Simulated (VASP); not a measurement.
NbW under changes of volume

One of the cells (17.249 Å³/atom); the others are scaled copies at fixed shape and fractional positions:

```
W Nb
1.0
     1.62814   -2.28868    0.00000
     1.62814    2.28868    0.00000
     0.00000    0.00000    4.62895
W Nb
1 1
Direct
  0.50000 0.50000 0.50000
  0.00000 0.00000 0.00000
```

The cell comes from a database or a generator and needn't be the stable form of this composition.

| Item | Value |
| --- | --- |
| Program | VASP 6.6.1 |
| Functional | PBEsol |
| Potentials or basis | VASP PAW PBE potentials, release 64 (W_sv, Nb_sv) |
| Cutoff | 520 eV |
| k mesh | 10 × 10 × 6 |
| Occupations | fermi-dirac, width 0.05 eV |
| Spin | no spin polarisation |

| volume (Å³/atom) | energy over the lowest point (meV/atom) | pressure (GPa) |
| --- | --- | --- |
| 15.896 | 14.26 | 9.0 |
| 16.234 | 1.27 | 3.2 |
| 16.572 | 0.00 | -2.0 |
| 17.249 | 27.99 | -11.0 |
| 17.587 | ? | ? |
| 17.925 | 90.06 | -18.2 |

Question: What does the run at 17.587 Å³/atom give?

Answer: Energy over the lowest point 55.20 meV/atom; pressure -14.8 GPa.

Worked out: A Birch-Murnaghan fit of order 3 (a polynomial in V^(-2/3)) to the other rows has its minimum at 16.44 Å³/atom with B0 = V·E''(V) = 252 GPa and B' = 4.2 at fixed shape and positions, which overstates the stiffness. It gives 55.21 meV/atom at 17.587 Å³/atom, against the run's 55.20, and -dE/dV = -14.8 GPa, against -14.8.

Energies are extrapolated to zero smearing.

Caveats: the PAW data sets were made with another functional, which shifts forces and pressure a little.
